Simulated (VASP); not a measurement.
Level of theory: optB86b-vdW, VASP's PBE PAW potentials (set 64) (plane waves; VASP).

VASP ran on this input.

**INCAR**
```
PREC = Accurate
ENCUT = 520   # plane-wave cut-off (eV)
LWAVE = F
GGA = MK
LASPH = T   # aspherical one-centre terms
LMAXMIX = 4   # l cut-off of mixed one-centre charges
LREAL = F   # projection in real space or not
SYSTEM = ZrC
EDIFF = 1E-7
PARAM1 = 0.1234
ISIF = 2   # forces and stress, cell fixed
AGGAC = 0.0
ISMEAR = 1
SIGMA = 0.1   # width (eV)
PARAM2 = 1.0
ALGO = Normal
LCHARG = F
NELM = 100
LUSE_VDW = T
```

### KPOINTS
```
Automatic
0
Gamma
 13 13 13
0 0 0
```

### POSCAR
```
ZrC
1
    0.0000000000     2.3002878261     2.3002878261
    2.3002878261     0.0000000000     2.3002878261
    2.3002878261     2.3002878261     0.0000000000
Zr C
1 1
Direct
  0.0000000000   0.0000000000   0.0000000000
  0.5000000000   0.5000000000   0.5000000000
```

POTCAR, in this order: Zr_sv C (PBE.64 set). Program: vasp_std.

### Question
What will the output report for the number of irreducible k-points (NKPTS), largest plane-wave count, number of space-group operations, FFT grid (NGX, NGY, NGZ)?

### Answer

| Quantity | Value |
|---|---|
| number of irreducible k-points (NKPTS) | 84 |
| largest plane-wave count | 666 |
| number of space-group operations | 48 |
| FFT grid (NGX, NGY, NGZ) | 24 × 24 × 24 |

The compound is ZrC in the rock salt structure. This cell is one point of a volume scan, at 0.94 of the reference volume.
